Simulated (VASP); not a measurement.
Crystal: CsLi2.

```
Cs Li
1.0
     3.96633    0.00000    0.00000
    -1.98317    3.43495    0.00000
     0.00000    0.00000   10.02838
Cs Li
1 2
Cartesian
  0.0000 0.0000 0.0000
  0.0000 2.2900 3.4962
  0.0000 2.2900 6.5322
```

The cell was built by a generator and needn't be a form met in nature.

| Quantity | Value |
| --- | --- |
| Program | VASP 6.6.1 |
| Task | relaxation of cell and atoms |
| Functional | LDA |
| Potentials or basis | VASP PAW LDA potentials, release 64 (Cs_sv, Li_sv) |
| Cutoff | 600 eV |
| k mesh | 8 × 8 × 3 |
| Occupations | methfessel-paxton, width 0.2 eV |
| Spin | no spin polarisation |

At the start: pressure -0.7 GPa; volume 45.54 Å³/atom.

Question: Where does the relaxation end?

Answer: Over 10 steps the energy falls by 24.7 meV/atom and the volume is 37.07 Å³/atom (-18.6 %); space group P-6m2 (No. 187, to 0.05 Å).

The path:
```csv
step,energy change (eV),largest force (eV/Å),pressure (GPa),volume (Å³)
1,0.0000,0.0190,-0.74,136.63
2,-0.0184,0.0180,-0.68,132.49
3,-0.0589,0.0058,-0.36,120.58
4,-0.0322,0.0503,0.96,98.95
5,-0.0687,0.0108,-0.03,113.30
6,-0.0688,0.0131,0.01,112.49
7,-0.0725,0.0108,0.02,111.71
8,-0.0740,0.0070,0.04,110.76
9,-0.0740,0.0069,0.04,110.80
10,-0.0741,0.0050,0.01,111.20
```

Final structure:
```
Cs Li
1.0
     3.65601   -0.00001    0.00000
    -1.82802    3.16620    0.00000
     0.00000    0.00000    9.60645
Cs Li
1 2
Direct
  0.00000 0.00000 0.00000
  0.33333 0.66667 0.34841
  0.33333 0.66667 0.65159
```

Caveat: the cutoff is under 1.25 times the usual one of these potentials, so pressure, stress and relaxed cells hold a basis-set (Pulay) error; the volume moved by over 15 % at a fixed basis, so the end points are rough.
